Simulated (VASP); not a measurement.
Given:

```yaml
crystal:
  lattice:
    - [0.00000, 3.56825, 3.56825]
    - [3.56825, 0.00000, 3.56825]
    - [3.56825, 3.56825, 0.00000]
  atoms:
    - { symbol: Sr, position: [0.00000, 0.00000, 0.00000] }
    - { symbol: Cl, position: [0.25000, 0.25000, 0.25000] }
    - { symbol: Cl, position: [0.75000, 0.75000, 0.75000] }
```

These are MS2 meta-GGA, VASP's PBE PAW potentials (set 64) (plane waves; VASP 6.6.1) values and carry that method's errors. Numerical set-up: 520 eV cut-off, 6×6×6 Γ-centred mesh, Gaussian smearing of 0.050 eV, potentials Sr_sv Cl.

Question: What does the run give for the energy per atom (σ→0), pressure, band gap (on the k-mesh) with the smallest direct gap where there is one?

Answer: 
The band gap (on the k-mesh) is 5.76 eV. The smallest direct gap (on the k-mesh) comes out as 6.04 eV and the energy per atom (σ→0) is -7842 meV/atom. The pressure is -18.9 kbar.

The compound is SrCl2 in the fluorite structure. This cell is one point of a volume scan, at 1.06 of the reference volume.
